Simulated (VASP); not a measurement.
A run of VASP 6.6.1 is set up as follows.

INCAR

```
ALGO     = Normal         # electronic algorithm
EDIFF    = 1E-6           # SCF threshold, eV
ENCUT    = 520            # plane-wave cutoff, eV
GGA      = CA             # functional
ISIF     = 2              # what is computed and relaxed
ISMEAR   = 0              # smearing method
ISPIN    = 2              # spin polarisation
LASPH    = True           # aspherical terms in the spheres
LCHARG   = False          # write CHGCAR
LDAU     = True           # DFT+U
LDAUJ    = 0 0          
LDAUL    = 2 -1           # shell
LDAUPRINT= 1            
LDAUTYPE = 2            
LDAUU    = 4 0            # U, eV
LMAXMIX  = 4              # l up to which the mixer works
LORBIT   = 11             # projections on sites
LREAL    = False          # projectors in reciprocal space
LWAVE    = False          # write WAVECAR
MAGMOM   = 0.5 0 0        # initial moments
NELM     = 80             # most SCF steps
PREC     = Accurate       # precision mode
SIGMA    = 0.05           # smearing width, eV
```

KPOINTS

```
k-points
0
Gamma
  6 6 6
```

File POSCAR:

```
PtBr2
1.0
    2.0275947800      1.1706323900      6.1301826500
   -2.0275947800      1.1706323900      6.1301826500
    0.0000000000     -2.3412647800      6.1301826500
Pt Br
1 2
Direct
    0.0000000000      0.0000000000      0.0000000000
    0.2520000000      0.2520000000      0.2520000000
    0.7480000000      0.7480000000      0.7480000000
```

Potentials or basis: VASP PAW LDA potentials, release 64 (Pt, Br).

Launch:

```sh
$ cat potpaw_LDA.64/Pt/POTCAR potpaw_LDA.64/Br/POTCAR > POTCAR
$ mpirun -np 1 vasp_std > vasp.out
```

(1) What does it give for the pressure?

(2) Estimate the net moment.

(3) Predict the largest force.

(4) Estimate the band gap on the k mesh.

Answers

(1) -8.6 GPa.

(2) 2.00 μB per cell.

(3) 1.138 eV/Å.

(4) 0.92 eV, indirect (least direct gap 1.11 eV).

Caveat: spin-orbit coupling is left out, which moves the levels of the heavy elements; forces of over 1 eV/Å show positions far from the minimum, so gaps and moduli don't describe the material at rest.
